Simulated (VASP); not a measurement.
Hf:

```
Hf
1.0
     3.15788    0.00000    0.00000
    -1.57894    2.73480    0.00000
     0.00000    0.00000    4.98803
Hf
2
Direct
  0.33333 0.66667 0.25000
  0.66667 0.33333 0.75000
```

Base run:

```yaml
Program: VASP 6.6.1
Functional: PBEsol
Potentials_or_basis: VASP PAW PBE potentials, release 64 (Hf_pv)
Cutoff: 520 eV
k_mesh: 15 × 15 × 8
Occupations: gaussian, width 0.5 eV
Spin: no spin polarisation
```

Its results: band gap on the k mesh none (metal or under the smearing width); pressure 0.3 GPa.

Problem. After a change of settings the same cell gave: band gap on the k mesh none (metal or under the smearing width); pressure 3.8 GPa. Which change was it?
A. functional from PBEsol to r2SCAN; occupations from gaussian, width 0.5 eV to gaussian, width 0.1 eV
B. k mesh from 15 × 15 × 8 to 24 × 24 × 14; occupations from gaussian, width 0.5 eV to gaussian, width 0.1 eV
C. cutoff from 520 eV to 900 eV; occupations from gaussian, width 0.5 eV to gaussian, width 0.1 eV

Solution. A.

Caveats: the PAW data sets were made with another functional, which shifts forces and pressure a little.

Not every run made on this cell is shown here.
